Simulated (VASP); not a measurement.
Consider the following.

```xyz
2
Lattice="2.8164 0.0000 0.0000 0.0000 2.8164 0.0000 0.0000 0.0000 4.0528" Properties=species:S:1:pos:R:3 pbc="T T T"
Ti     0.0000     0.0000     0.0000
Al     1.4082     1.4082     2.0264
```

Level of theory: r2SCAN meta-GGA, VASP's PBE PAW potentials (set 64) (plane waves; VASP). Numerical set-up: 520 eV cut-off, 14×14×10 Γ-centred mesh, tetrahedra with Blöchl corrections, potentials Ti_sv Al.

Task: Give the energies of bands 5 to 10 at the high-symmetry points, in eV from the Fermi level.

Result: 
```
band      Γ      X      M      Z      R      A
----  -----  -----  -----  -----  -----  -----
5     -9.64  -4.91  -3.30  -8.09  -5.17  -2.61
6     -1.99  -4.85  -0.61  -5.66  -3.29  -2.44
7     -0.98  -1.80  -0.61  -0.79  -1.40  -2.44
8     -0.49  -0.27  -0.45   0.79  -1.32   2.14
9      2.37   2.06  -0.19   1.99   1.58   2.38
10     2.37   2.75  -0.19   1.99   2.12   2.65
```

It has no gap at this level: it comes out as a metal or semimetal.

The compound is TiAl in the L1_0 structure. It was relaxed first. The electron count is odd and the run is not spin-polarised, which forces a metal.
